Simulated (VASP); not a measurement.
Data:

```yaml
crystal:
  lattice:
    - [0.00000, 1.93611, 1.93611]
    - [1.93611, 0.00000, 1.93611]
    - [1.93611, 1.93611, 0.00000]
  atoms:
    - { symbol: Ir, position: [0.00000, 0.00000, 0.00000] }
```

Level of theory: PBE GGA with spin-orbit coupling, VASP's PBE PAW potentials (set 64) (plane waves; VASP). Settings: 400 eV cut-off, 15×15×15 Γ-centred mesh, Gaussian smearing of 0.050 eV, potentials Ir.

Q: Give the energies of bands 1 to 12 at the high-symmetry points, in eV from the Fermi level.

A: 
```json
[
 {"band": "1", "Γ": "-10.96", "X": "-7.76", "U": "-6.84", "L": "-7.97", "W": "-6.19"},
 {"band": "2", "Γ": "-10.96", "X": "-7.76", "U": "-6.84", "L": "-7.97", "W": "-6.19"},
 {"band": "3", "Γ": "-4.21", "X": "-7.22", "U": "-5.94", "L": "-4.41", "W": "-4.94"},
 {"band": "4", "Γ": "-4.21", "X": "-7.22", "U": "-5.94", "L": "-4.41", "W": "-4.94"},
 {"band": "5", "Γ": "-4.21", "X": "0.54", "U": "-3.01", "L": "-3.55", "W": "-4.84"},
 {"band": "6", "Γ": "-4.21", "X": "0.54", "U": "-3.01", "L": "-3.55", "W": "-4.84"},
 {"band": "7", "Γ": "-3.38", "X": "0.95", "U": "-0.97", "L": "-0.91", "W": "-1.76"},
 {"band": "8", "Γ": "-3.38", "X": "0.95", "U": "-0.97", "L": "-0.91", "W": "-1.76"},
 {"band": "9", "Γ": "-1.13", "X": "1.39", "U": "0.55", "L": "0.47", "W": "1.32"},
 {"band": "10", "Γ": "-1.13", "X": "1.39", "U": "0.55", "L": "0.47", "W": "1.32"},
 {"band": "11", "Γ": "-1.13", "X": "1.84", "U": "6.04", "L": "1.06", "W": "7.85"},
 {"band": "12", "Γ": "-1.13", "X": "1.84", "U": "6.04", "L": "1.06", "W": "7.85"}
]
```

It has no gap at this level: it comes out as a metal or semimetal.

The compound is Ir in the fcc structure. It was relaxed first.
